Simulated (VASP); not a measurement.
Computed with PBE GGA, VASP's PBE PAW potentials (set 64) (plane waves; VASP).

A VASP calculation is set up with these files.

### POSCAR
```
NaZn35O36
1.0
  4.9323206900  -8.5430313936   0.0000000000
  4.9323206900   8.5430313936   0.0000000000
  0.0000000000   0.0000000000  10.5847753959
Zn O Na
35 36 1
Direct
  0.2222220000   0.1111110000   0.2500000000
  0.1111110000   0.2222220000   0.0000000000
  0.2222220000   0.1111110000   0.7500000000
  0.1111110000   0.2222220000   0.5000000000
  0.2222220000   0.4444440000   0.2500000000
  0.1111110000   0.5555560000   0.0000000000
  0.2222220000   0.4444440000   0.7500000000
  0.1111110000   0.5555560000   0.5000000000
  0.2222220000   0.7777780000   0.2500000000
  0.1111110000   0.8888890000   0.0000000000
  0.2222220000   0.7777780000   0.7500000000
  0.1111110000   0.8888890000   0.5000000000
  0.5555560000   0.1111110000   0.2500000000
  0.4444440000   0.2222220000   0.0000000000
  0.5555560000   0.1111110000   0.7500000000
  0.4444440000   0.2222220000   0.5000000000
  0.5555560000   0.4444440000   0.2500000000
  0.4444440000   0.5555560000   0.0000000000
  0.5555560000   0.4444440000   0.7500000000
  0.5555560000   0.7777780000   0.2500000000
  0.4444440000   0.8888890000   0.0000000000
  0.5555560000   0.7777780000   0.7500000000
  0.4444440000   0.8888890000   0.5000000000
  0.8888890000   0.1111110000   0.2500000000
  0.7777780000   0.2222220000   0.0000000000
  0.8888890000   0.1111110000   0.7500000000
  0.7777780000   0.2222220000   0.5000000000
  0.8888890000   0.4444440000   0.2500000000
  0.7777780000   0.5555560000   0.0000000000
  0.8888890000   0.4444440000   0.7500000000
  0.7777780000   0.5555560000   0.5000000000
  0.8888890000   0.7777780000   0.2500000000
  0.7777780000   0.8888890000   0.0000000000
  0.8888890000   0.7777780000   0.7500000000
  0.7777780000   0.8888890000   0.5000000000
  0.2222220000   0.1111110000   0.4410000000
  0.1111110000   0.2222220000   0.1910000000
  0.2222220000   0.1111110000   0.9410000000
  0.1111110000   0.2222220000   0.6910000000
  0.2230370000   0.4445880000   0.4365480000
  0.1111110000   0.5555560000   0.1910000000
  0.2222220000   0.4444440000   0.9410000000
  0.1111110000   0.5555560000   0.6910000000
  0.2222220000   0.7777780000   0.4410000000
  0.1111110000   0.8888890000   0.1910000000
  0.2222220000   0.7777780000   0.9410000000
  0.1111110000   0.8888890000   0.6910000000
  0.5555560000   0.1111110000   0.4410000000
  0.4444440000   0.2222220000   0.1910000000
  0.5555560000   0.1111110000   0.9410000000
  0.4444440000   0.2222220000   0.6910000000
  0.5520270000   0.4441260000   0.4382520000
  0.4444440000   0.5555560000   0.1910000000
  0.5555560000   0.4444440000   0.9410000000
  0.4470010000   0.5578400000   0.6929260000
  0.5553270000   0.7725700000   0.4416310000
  0.4444440000   0.8888890000   0.1910000000
  0.5555560000   0.7777780000   0.9410000000
  0.4444440000   0.8888890000   0.6910000000
  0.8888890000   0.1111110000   0.4410000000
  0.7777780000   0.2222220000   0.1910000000
  0.8888890000   0.1111110000   0.9410000000
  0.7777780000   0.2222220000   0.6910000000
  0.8888890000   0.4444440000   0.4410000000
  0.7777780000   0.5555560000   0.1910000000
  0.8888890000   0.4444440000   0.9410000000
  0.7777780000   0.5555560000   0.6910000000
  0.8888890000   0.7777780000   0.4410000000
  0.7777780000   0.8888890000   0.1910000000
  0.8888890000   0.7777780000   0.9410000000
  0.7777780000   0.8888890000   0.6910000000
  0.4398020000   0.5552580000   0.4992950000
```

### INCAR
```
# general
SYSTEM =NaZn35O36
PREC   =Normal
ENCUT  =400   # plane-wave cut-off (eV)
LREAL  =Auto   # projection in real space or not
LASPH  =T   # aspherical one-centre terms
ISYM   =0
NELECT =642.0

# electronic loop
EDIFF  =1E-5
NELM   =100   # most electronic steps
NELMIN =4
ALGO   =Fast
LMAXMIX=4   # l cut-off of mixed one-centre charges

# smearing
ISMEAR =0   # Gaussian
SIGMA  =0.05   # width (eV)

# functional
GGA    =PE

# ions
IBRION =2   # conjugate gradients
NSW    =60
ISIF   =2   # forces and stress, cell fixed
EDIFFG =-0.03   # ionic stop

# output
LWAVE  =F
LCHARG =F
```

### KPOINTS
```
Automatic
0
Gamma
  1 1 1
```

POTCAR, in this order: Zn O Na_pv (PBE.64 set). Program: vasp_gam.

What VASP printed:

**OUTCAR**
```
 ion  position               nearest neighbor table
   1  0.222  0.111  0.250-  49 2.00  45 2.00  37 2.00  36 2.02
   2  0.111  0.222  0.000-  42 2.00  62 2.00  38 2.00  37 2.02
   3  0.222  0.111  0.750-  51 2.00  47 2.00  39 2.00  38 2.02
   4  0.111  0.222  0.500-  60 2.00  36 2.00  40 2.01  39 2.02
   5  0.222  0.444  0.250-  40 1.97  37 2.00  53 2.00  41 2.00
   6  0.111  0.556  0.000-  46 2.00  66 2.00  42 2.00  41 2.02
   7  0.222  0.444  0.750-  39 2.00  43 2.00  55 2.01  42 2.02
   8  0.111  0.556  0.500-  44 2.00  64 2.00  40 2.02  43 2.02
   9  0.222  0.778  0.250-  41 2.00  57 2.00  45 2.00  44 2.02
  10  0.111  0.889  0.000-  38 2.00  70 2.00  46 2.00  45 2.02
  11  0.222  0.778  0.750-  43 2.00  59 2.00  47 2.00  46 2.02
  12  0.111  0.889  0.500-  36 2.00  68 2.00  44 2.00  47 2.02
  13  0.556  0.111  0.250-  61 2.00  57 2.00  49 2.00  48 2.02
  14  0.444  0.222  0.000-  38 2.00  54 2.00  50 2.00  49 2.02
  15  0.556  0.111  0.750-  63 2.00  59 2.00  51 2.00  50 2.02
  16  0.444  0.222  0.500-  36 2.00  48 2.00  52 2.01  51 2.02
  17  0.556  0.444  0.250-  52 1.99  49 2.00  65 2.00  53 2.00
  18  0.444  0.556  0.000-  42 2.00  58 2.00  54 2.00  53 2.02
  19  0.556  0.444  0.750-  55 1.99  51 2.00  67 2.00  54 2.02
  20  0.556  0.778  0.250-  69 2.00  53 2.00  57 2.00  56 2.03
  21  0.444  0.889  0.000-  46 2.00  50 2.00  58 2.00  57 2.02
  22  0.556  0.778  0.750-  55 1.97  71 2.00  59 2.00  58 2.02
  23  0.444  0.889  0.500-  44 2.00  48 2.00  59 2.02  56 2.04
  24  0.889  0.111  0.250-  37 2.00  69 2.00  61 2.00  60 2.02
...
```

OSZICAR:
```
...
RMM:   4    -0.319754342998E+03    0.46476E-03   -0.12932E-02   895   0.193E-01    0.162E-01
RMM:   5    -0.319754152556E+03    0.19044E-03   -0.20922E-03   881   0.840E-02    0.723E-02
RMM:   6    -0.319754170584E+03   -0.18027E-04   -0.53492E-04   870   0.387E-02    0.391E-02
RMM:   7    -0.319754174712E+03   -0.41283E-05   -0.91175E-05   714   0.181E-02
   3 F= -.31975417E+03 E0= -.31972436E+03  d E =-.858195E+00
       N       E                     dE             d eps       ncg     rms          rms(c)
DAV:   1    -0.319780545445E+03   -0.26375E-01   -0.35949E+01   804   0.110E+01    0.101E+00
RMM:   2    -0.319839150650E+03   -0.58605E-01   -0.64861E-01   775   0.157E+00    0.639E-01
RMM:   3    -0.319843349713E+03   -0.41991E-02   -0.81656E-02   797   0.574E-01    0.353E-01
RMM:   4    -0.319843604996E+03   -0.25528E-03   -0.13767E-02   910   0.232E-01    0.288E-01
RMM:   5    -0.319842932146E+03    0.67285E-03   -0.25981E-03   803   0.107E-01    0.154E-01
RMM:   6    -0.319842837068E+03    0.95077E-04   -0.11192E-03   775   0.654E-02    0.511E-02
RMM:   7    -0.319842852040E+03   -0.14972E-04   -0.19960E-04   856   0.307E-02    0.333E-02
RMM:   8    -0.319842839002E+03    0.13038E-04   -0.53142E-05   596   0.148E-02    0.926E-03
RMM:   9    -0.319842840257E+03   -0.12547E-05   -0.21261E-05   490   0.833E-03
   4 F= -.31984284E+03 E0= -.31981281E+03  d E =-.886655E-01
       N       E                     dE             d eps       ncg     rms          rms(c)
DAV:   1    -0.319829132563E+03    0.13706E-01   -0.20259E+01   804   0.818E+00    0.755E-01
RMM:   2    -0.319861823058E+03   -0.32690E-01   -0.36132E-01   774   0.117E+00    0.476E-01
RMM:   3    -0.319864174439E+03   -0.23514E-02   -0.45469E-02   802   0.427E-01    0.266E-01
RMM:   4    -0.319864406874E+03   -0.23244E-03   -0.78777E-03   895   0.175E-01    0.229E-01
RMM:   5    -0.319863940459E+03    0.46641E-03   -0.15443E-03   795   0.834E-02    0.115E-01
RMM:   6    -0.319863898396E+03    0.42063E-04   -0.70866E-04   775   0.507E-02    0.390E-02
RMM:   7    -0.319863906727E+03   -0.83314E-05   -0.11691E-04   830   0.236E-02    0.257E-02
RMM:   8    -0.319863899087E+03    0.76403E-05   -0.30948E-05   514   0.111E-02
   5 F= -.31986390E+03 E0= -.31983369E+03  d E =-.109724E+00
       N       E                     dE             d eps       ncg     rms          rms(c)
DAV:   1    -0.319858581689E+03    0.53250E-02   -0.95695E+00   804   0.561E+00    0.574E-01
RMM:   2    -0.319879422051E+03   -0.20840E-01   -0.22472E-01   784   0.922E-01    0.350E-01
RMM:   3    -0.319880867383E+03   -0.14453E-02   -0.27940E-02   808   0.349E-01    0.183E-01
RMM:   4    -0.319880993896E+03   -0.12651E-03   -0.45287E-03   903   0.133E-01    0.165E-01
RMM:   5    -0.319880753242E+03    0.24065E-03   -0.83164E-04   803   0.619E-02    0.909E-02
RMM:   6    -0.319880710394E+03    0.42847E-04   -0.36436E-04   777   0.350E-02    0.407E-02
RMM:   7    -0.319880714174E+03   -0.37803E-05   -0.65364E-05   721   0.169E-02
   6 F= -.31988071E+03 E0= -.31985070E+03  d E =-.168151E-01
       N       E                     dE             d eps       ncg     rms          rms(c)
DAV:   1    -0.319871879851E+03    0.88305E-02   -0.48661E+00   804   0.400E+00    0.414E-01
RMM:   2    -0.319882603320E+03   -0.10723E-01   -0.11555E-01   782   0.661E-01    0.255E-01
RMM:   3    -0.319883352621E+03   -0.74930E-03   -0.14397E-02   809   0.251E-01    0.133E-01
RMM:   4    -0.319883415659E+03   -0.63038E-04   -0.23124E-03   896   0.962E-02    0.118E-01
RMM:   5    -0.319883298894E+03    0.11676E-03   -0.46917E-04   804   0.456E-02    0.657E-02
RMM:   6    -0.319883278079E+03    0.20815E-04   -0.18003E-04   740   0.252E-02    0.294E-02
RMM:   7    -0.319883280653E+03   -0.25740E-05   -0.37272E-05   596   0.123E-02
   7 F= -.31988328E+03 E0= -.31985339E+03  d E =-.193816E-01
       N       E                     dE             d eps       ncg     rms          rms(c)
DAV:   1    -0.319883170019E+03    0.10806E-03   -0.10169E-01   852   0.578E-01    0.594E-02
RMM:   2    -0.319883376614E+03   -0.20660E-03   -0.22618E-03   784   0.931E-02    0.347E-02
RMM:   3    -0.319883391432E+03   -0.14819E-04   -0.28901E-04   774   0.352E-02    0.176E-02
RMM:   4    -0.319883393347E+03   -0.19144E-05   -0.51259E-05   582   0.138E-02
   8 F= -.31988339E+03 E0= -.31985348E+03  d E =-.194943E-01
       N       E                     dE             d eps       ncg     rms          rms(c)
DAV:   1    -0.319881034596E+03    0.23568E-02   -0.29457E+00   796   0.320E+00    0.299E-01
RMM:   2    -0.319886776149E+03   -0.57416E-02   -0.61944E-02   771   0.499E-01    0.185E-01
RMM:   3    -0.319887207462E+03   -0.43131E-03   -0.81929E-03   800   0.189E-01    0.976E-02
RMM:   4    -0.319887232944E+03   -0.25483E-04   -0.11961E-03   921   0.694E-02    0.876E-02
RMM:   5    -0.319887166674E+03    0.66271E-04   -0.18703E-04   776   0.311E-02    0.467E-02
RMM:   6    -0.319887154601E+03    0.12072E-04   -0.10494E-04   713   0.202E-02    0.229E-02
RMM:   7    -0.319887156606E+03   -0.20050E-05   -0.22384E-05   519   0.985E-03
   9 F= -.31988716E+03 E0= -.31985731E+03  d E =-.376326E-02
       N       E                     dE             d eps       ncg     rms          rms(c)
DAV:   1    -0.319886157870E+03    0.99673E-03   -0.63115E-01   804   0.148E+00    0.141E-01
RMM:   2    -0.319887407209E+03   -0.12493E-02   -0.13469E-02   771   0.232E-01    0.877E-02
RMM:   3    -0.319887500837E+03   -0.93628E-04   -0.17716E-03   801   0.885E-02    0.457E-02
RMM:   4    -0.319887508202E+03   -0.73655E-05   -0.27454E-04   879   0.336E-02    0.407E-02
RMM:   5    -0.319887495139E+03    0.13064E-04   -0.50063E-05   599   0.155E-02    0.217E-02
RMM:   6    -0.319887492810E+03    0.23290E-05   -0.21513E-05   491   0.962E-03
  10 F= -.31988749E+03 E0= -.31985768E+03  d E =-.409946E-02
       N       E                     dE             d eps       ncg     rms          rms(c)
DAV:   1    -0.319887215917E+03    0.27922E-03   -0.11478E+00   803   0.204E+00    0.160E-01
RMM:   2    -0.319888907015E+03   -0.16911E-02   -0.18302E-02   770   0.281E-01    0.100E-01
RMM:   3    -0.319889023557E+03   -0.11654E-03   -0.23408E-03   789   0.105E-01    0.540E-02
RMM:   4    -0.319889026992E+03   -0.34357E-05   -0.31466E-04   843   0.388E-02    0.426E-02
RMM:   5    -0.319889014179E+03    0.12814E-04   -0.60016E-05   693   0.180E-02    0.254E-02
RMM:   6    -0.319889012180E+03    0.19982E-05   -0.28184E-05   520   0.104E-02
  11 F= -.31988901E+03 E0= -.31985923E+03  d E =-.151937E-02
       N       E                     dE             d eps       ncg     rms          rms(c)
DAV:   1    -0.319888152153E+03    0.86203E-03   -0.75161E-01   788   0.165E+00    0.134E-01
RMM:   2    -0.319889264066E+03   -0.11119E-02   -0.12043E-02   770   0.228E-01    0.836E-02
RMM:   3    -0.319889342903E+03   -0.78838E-04   -0.15434E-03   792   0.855E-02    0.443E-02
RMM:   4    -0.319889347641E+03   -0.47374E-05   -0.21236E-04   826   0.320E-02    0.361E-02
RMM:   5    -0.319889338955E+03    0.86860E-05   -0.41257E-05   568   0.147E-02
  12 F= -.31988934E+03 E0= -.31985959E+03  d E =-.184615E-02
       N       E                     dE             d eps       ncg     rms          rms(c)
DAV:   1    -0.319888751921E+03    0.59572E-03   -0.13296E+00   804   0.217E+00    0.148E-01
RMM:   2    -0.319890312916E+03   -0.15610E-02   -0.16870E-02   772   0.271E-01    0.857E-02
RMM:   3    -0.319890431843E+03   -0.11893E-03   -0.22576E-03   802   0.102E-01    0.503E-02
RMM:   4    -0.319890438667E+03   -0.68232E-05   -0.33676E-04   854   0.385E-02    0.404E-02
RMM:   5    -0.319890425585E+03    0.13082E-04   -0.59854E-05   660   0.173E-02    0.219E-02
RMM:   6    -0.319890423891E+03    0.16939E-05   -0.26228E-05   518   0.104E-02
  13 F= -.31989042E+03 E0= -.31986065E+03  d E =-.108494E-02
```

### OUTCAR
```
------------------------ aborting loop because EDIFF is reached ----------------------------------------
  FORCE on cell =-STRESS in cart. coord.  units (eV):
  Direction    XX          YY          ZZ          XY          YZ          ZX
  --------------------------------------------------------------------------------------
  Total      -27.2810680    -26.7555059    -29.5918694     -0.0059831      0.0017805      0.0161071
  in kB      -49.0001037    -48.0561305    -53.1505831     -0.0107464      0.0031979      0.0289303
  external PRESSURE =     -50.0689391 kB  Pullay stress =       0.0000000 kB
  volume of cell :      892.02
      direct lattice vectors                 reciprocal lattice vectors
     4.932320690 -8.543031394  0.000000000     0.101372160 -0.058527234  0.000000000
     4.932320690  8.543031394  0.000000000     0.101372160  0.058527234  0.000000000
     0.000000000  0.000000000 10.584775396     0.000000000  0.000000000  0.094475316
  FREE ENERGIE OF THE ION-ELECTRON SYSTEM (eV)
  ---------------------------------------------------
  free  energy   TOTEN  =      -319.8904238907 eV

  energy  without entropy=     -319.8308774127  energy(sigma->0) =     -319.86065065

 reached required accuracy - stopping structural energy minimisation
```
(Selected blocks of OUTCAR.)

### CONTCAR
```
NaZn35O36
   1.00000000000000
     4.9323206900000001   -8.5430313935999997    0.0000000000000000
     4.9323206900000001    8.5430313935999997    0.0000000000000000
     0.0000000000000000    0.0000000000000000   10.5847753958999995
  Zn              O               Na
    35    36     1
Direct
     0.2222321606531288    0.1112117495647483    0.2509548234698651
     0.1104789990147165    0.2209909738020009    0.0002912824457285
     0.2224052886678645    0.1113891401975571    0.7502797432469941
     0.1097948534842470    0.2223614623465753    0.4999719849509899
     0.2204787287902596    0.4435660280340806    0.2493078065767100
     0.1104136596632701    0.5561159323871520    0.0002665247826291
     0.2222734015461260    0.4445344346504876    0.7524457480067029
     0.1098266413912309    0.5541221795649115    0.4999537673311414
     0.2223388058554302    0.7776376181818413    0.2509571941153772
     0.1111289922407152    0.8888833794371204    0.0012804388950107
     0.2224990267315750    0.7777239032370725    0.7503089009971938
     0.1111367559124026    0.8887740855434502    0.5010662238616007
     0.5553576974550398    0.1109901083016346    0.2510434676550989
     0.4439391701606038    0.2210925599410660    0.0004220263629137
     0.5561187991826967    0.1114185471287648    0.7503807638343367
     0.4457049722832148    0.2225381881685941    0.5000627983277324
     0.5561079335395409    0.4436181045647769    0.2495383838947042
     0.4445281726889969    0.5556847215646321    0.9981010843243515
     0.5555391112937905    0.4445421623552407    0.7523523987478760
     0.5562697049520119    0.7790242094314002    0.2496591443549700
     0.4439824373765788    0.8895290229629627    0.0006129313668376
     0.5556622996355157    0.7777914851776569    0.7524047625850361
     0.4458850557582646    0.8897662573661969    0.5001318904203081
     0.8889458247966838    0.1109590066535055    0.2510819548839123
     0.7777791314447419    0.2222566910743079    0.0011048501401541
     0.8887736993139255    0.1114802558694274    0.7502820041437553
     0.7777075585946935    0.2221437395766675    0.4987810724304914
     0.8889628708537632    0.4446991871428776    0.2510329765444696
     0.7788973221974318    0.5560424883313915    0.0004762473495870
     0.8886760363533098    0.4439944378012130    0.7501948149529288
     0.7768394831278936    0.5541198047261895    0.5000544028199175
     0.8887618225353676    0.7777046115232576    0.2509780215382283
     0.7789971232318852    0.8895735758907122    0.0005342961953301
     0.8887398241894370    0.7776213950854182    0.7504808585017879
     0.7770838334286861    0.8894185382374932    0.5002169657572779
     0.2220260181907046    0.1109261079465692    0.4413010660886286
     0.1101961781318365    0.2199670807803021    0.1889754228244812
     0.2218972510496235    0.1103353080229545    0.9396593371205498
     0.1109512613389832    0.2220986255228424    0.6904003964853294
     0.1992448300080126    0.4329455956963961    0.4329998076140485
     0.1102132927226019    0.5568663540604393    0.1889249898861392
     0.2197392914931965    0.4431834556399755    0.9433674792376356
     0.1108958163736286    0.5556043422880805    0.6904166210617817
     0.2222314757893121    0.7777785891356049    0.4413147617409159
     0.1111191970244270    0.8888502747175621    0.1909601213778285
     0.2219720972337684    0.7782000597065649    0.9397036773931794
     0.1111456400904942    0.8888889449824321    0.6905260271184105
     0.5554561376380421    0.1110340355928221    0.4401876512961417
     0.4430263887423622    0.2200669728879311    0.1891153840747773
     0.5561840028450776    0.1114199780488951    0.9396640664903566
     0.4445482165358003    0.2220499618959463    0.6905051362829437
     0.5660659964691759    0.4332682827742818    0.4333238994959319
     0.4441801948776519    0.5554024751176814    0.1901611666363367
     0.5567518891539303    0.4432413968380303    0.9433434754319057
     0.4444452247892431    0.5556305114531407    0.7118214171469719
     0.5664701775395337    0.7995083230250130    0.4334359146903268
     0.4432021489169254    0.8895946783751834    0.1892212460705942
     0.5568951327554628    0.7803104481336284    0.9433631827206354
     0.4446490242713728    0.8892348482532654    0.6905436109609234
     0.8884812493984818    0.1106893160150446    0.4402093848097490
     0.7777873920550598    0.2222634252924103    0.1905565942605702
     0.8885581659978511    0.1114151391988639    0.9395684413970899
     0.7778032844843908    0.2222382310163618    0.6893065579848594
     0.8884686399010780    0.4443766552097154    0.4401504458420583
     0.7797215241411981    0.5568882152126738    0.1891449873477634
     0.8885123776963932    0.4438042294336516    0.9395184638637381
     0.7779542302169423    0.5555959584891715    0.6904958358590962
     0.8889919766480724    0.7777595126506351    0.4413359611816270
     0.7798210190486353    0.8896155006204465    0.1891748571340413
     0.8896423310685652    0.7781310662090944    0.9397967169733544
     0.7780722228028289    0.8891535135018483    0.6905908057502982
     0.4433835042142936    0.5549466004321599    0.5005545325371088
```

File OUTCAR:
```
 val. band max:        0.8447956341   @ k =   0.0000   0.0000   0.0000

 cond. band min:       1.6921606318   @ k =   0.0000   0.0000   0.0000


 Fermi energy:         0.8451618720

 k-point     1 :       0.0000    0.0000    0.0000
  band No.  band energies     occupation
      1     -19.9090      2.00000
      2     -19.9086      2.00000
      3     -19.9002      2.00000
      4     -16.9498      2.00000
      5     -16.6348      2.00000
      6     -16.6305      2.00000
      7     -16.5583      2.00000
      8     -16.5435      2.00000
      9     -16.5430      2.00000
     10     -16.4976      2.00000
     11     -16.4974      2.00000
     12     -16.4319      2.00000
     13     -16.3655      2.00000
     14     -16.3641      2.00000
     15     -16.3637      2.00000
     16     -16.3630      2.00000
     17     -16.3352      2.00000
     18     -16.3349      2.00000
     19     -16.3289      2.00000
     20     -16.3287      2.00000
     21     -16.3096      2.00000
     22     -16.2954      2.00000
     23     -16.2947      2.00000
     24     -16.2661      2.00000
     25     -16.2116      2.00000
     26     -16.1953      2.00000
     27     -16.1949      2.00000
     28     -16.1858      2.00000
     29     -16.1782      2.00000
     30     -16.1726      2.00000
     31     -16.1627      2.00000
     32     -16.1624      2.00000
     33     -16.1596      2.00000
     34     -16.1554      2.00000
     35     -16.1552      2.00000
     36     -15.7975      2.00000
     37     -15.7344      2.00000
     38     -15.7330      2.00000
     39     -15.6982      2.00000
     40      -5.0687      2.00000
     41      -5.0581      2.00000
     42      -5.0574      2.00000
     43      -5.0533      2.00000
     44      -5.0394      2.00000
     45      -5.0393      2.00000
     46      -5.0320      2.00000
     47      -5.0317      2.00000
     48      -5.0133      2.00000
     49      -5.0075      2.00000
     50      -5.0074      2.00000
     51      -4.9888      2.00000
...
```

At this cut-off the stress carries a Pulay error, which pulls relaxed volumes low. The cell is charged, with a uniform compensating background. The supercell is sampled at Γ alone, which is coarse: total energies, pressure and levels can be off, energies of defects by several tenths of an eV.

The cell is a supercell with a defect, built from ZnO (wurtzite): Na_Zn, charge +1. The run is not spin-polarised, so no state with unpaired spins was tried.
